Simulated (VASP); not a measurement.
Data:

```xyz
1
Lattice="0.0000 1.7637 1.7637 1.7637 0.0000 1.7637 1.7637 1.7637 0.0000" Properties=species:S:1:pos:R:3 pbc="T T T"
Cu     0.0000     0.0000     0.0000
```

Method: optB86b-vdW, VASP's PBE PAW potentials (set 64) (plane waves; VASP). Numerical set-up: 520 eV cut-off, 17×17×17 Γ-centred mesh, first-order Methfessel-Paxton smearing of 0.10 eV, potentials Cu.

Task: Give the stress tensor in GPa (positive for a compressed cell).

Result: 
```
10.59   0.00   0.00
 0.00  10.59   0.00
 0.00   0.00  10.59
```
The pressure is its mean diagonal, 10.59 GPa.

The compound is Cu in the fcc structure. This cell is one point of a volume scan, at 0.94 of the reference volume.
